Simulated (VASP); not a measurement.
Given:

```yaml
crystal:
  lattice:
    - [0.00000, 2.67089, 2.67089]
    - [2.67089, 0.00000, 2.67089]
    - [2.67089, 2.67089, 0.00000]
  atoms:
    - { symbol: Cd, position: [0.00000, 0.00000, 0.00000] }
    - { symbol: F, position: [0.25000, 0.25000, 0.25000] }
    - { symbol: F, position: [0.75000, 0.75000, 0.75000] }
```

Level of theory: PBE GGA with D3 dispersion (Becke-Johnson damping), VASP's PBE PAW potentials (set 64) (plane waves; VASP). Run with 520 eV cut-off, 7×7×7 Γ-centred mesh, Gaussian smearing of 0.050 eV, potentials Cd F.

Q: Give the stress tensor in GPa (positive for a compressed cell).

A: 
```
7.39  0.00  0.00
0.00  7.39  0.00
0.00  0.00  7.39
```
The pressure is its mean diagonal, 7.39 GPa.

The compound is CdF2 in the fluorite structure. This cell is one point of a volume scan, at 0.94 of the reference volume.
